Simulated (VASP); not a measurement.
Here is the system:

```xyz
3
Lattice="2.1987 -3.8083 0.0000 2.1987 3.8083 0.0000 0.0000 0.0000 6.0170" Properties=species:S:1:pos:R:3 pbc="T T T"
Te     0.6115     1.0592     4.0113
Te     3.1744     0.0000     0.0000
Te     0.6115    -1.0592     2.0057
```

Level of theory: rev-vdW-DF2, VASP's PBE PAW potentials (set 64) (plane waves; VASP 6.6.1). Run with 520 eV cut-off, Gaussian smearing of 0.050 eV, potentials Te.

Unless said otherwise, spin-orbit coupling is left out, though it shifts the bands of the heavy elements here.

**Question.** Give the energies of bands 4 to 12 at the high-symmetry points, in eV from the valence-band maximum.

**Answer.** 
```json
[
 {"band": "4", "Γ": "-2.85", "M": "-4.81", "K": "-4.38", "A": "-3.89", "L": "-5.70", "H": "-5.12"},
 {"band": "5", "Γ": "-2.58", "M": "-4.38", "K": "-4.38", "A": "-2.53", "L": "-3.53", "H": "-5.04"},
 {"band": "6", "Γ": "-2.58", "M": "-3.67", "K": "-3.17", "A": "-2.53", "L": "-3.52", "H": "-5.04"},
 {"band": "7", "Γ": "-1.64", "M": "-3.60", "K": "-3.17", "A": "-1.22", "L": "-2.52", "H": "-0.87"},
 {"band": "8", "Γ": "-1.64", "M": "-0.86", "K": "-3.02", "A": "-0.85", "L": "-2.23", "H": "0.00"},
 {"band": "9", "Γ": "-0.94", "M": "-0.71", "K": "-2.89", "A": "-0.85", "L": "-0.27", "H": "0.00"},
 {"band": "10", "Γ": "0.97", "M": "0.69", "K": "2.86", "A": "0.38", "L": "0.52", "H": "0.05"},
 {"band": "11", "Γ": "0.97", "M": "0.71", "K": "2.86", "A": "0.42", "L": "1.93", "H": "1.09"},
 {"band": "12", "Γ": "1.65", "M": "2.79", "K": "3.08", "A": "0.42", "L": "2.56", "H": "1.09"}
]
```

The gap is direct, 0.05 eV, from the valence maximum at H to the conduction minimum at H.

The compound is Te in the trig structure. It was relaxed first.
